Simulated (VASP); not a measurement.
Wanted: the native input for a VASP 6.6.1 run.

```yaml
Task: relaxation of the atoms
Functional: r2SCAN
Potentials_or_basis: VASP PAW PBE potentials, release 64 (H)
Cutoff: 520 eV
k_mesh: 1 × 1 × 1
Occupations: gaussian, width 0.05 eV
Spin: no spin polarisation
Further_INCAR_settings: ALGO = Normal; EDIFF = 1e-07; IBRION = 2; EDIFFG = -0.02; NSW = 60
```

The structure of H2 lies in POSCAR:

```
H
1.0
   10.0000000000      0.0000000000      0.0000000000
    0.0000000000     10.5000000000      0.0000000000
    0.0000000000      0.0000000000     11.0000000000
H
2
Direct
    0.5000000000      0.5000000000      0.5335075455
    0.5000000000      0.5000000000      0.4664924545
```

The input as run:

INCAR

```
SYSTEM = H
ALGO = Normal
EDIFF = 1E-7
EDIFFG = -0.02
ENCUT = 520
IBRION = 2
ISIF = 2
ISMEAR = 0
LASPH = .TRUE.
LCHARG = .FALSE.
LMIXTAU = .TRUE.
LREAL = .FALSE.
LWAVE = .FALSE.
METAGGA = R2SCAN
NELM = 60
NSW = 60
PREC = Accurate
SIGMA = 0.05
```

KPOINTS

```
k-points
0
G
  1 1 1
  0 0 0
```

Potentials or basis: VASP PAW PBE potentials, release 64 (H).

The run is started by

```bash
$ cat potpaw_PBE.64/H/POTCAR > POTCAR
$ mpirun -np 1 vasp_std > vasp.out
```

It gave:

The energy gained by relaxing is 0.2 meV/atom, the ionic steps are 3 and the gap between the frontier levels is 11.02 eV.

Wall time 23 min on 1 thread of Intel(R) Xeon(R) Platinum 8175M CPU @ 2.50GHz (Skylake/Cascade Lake), with other jobs on the host, peak memory 1.2 GiB.
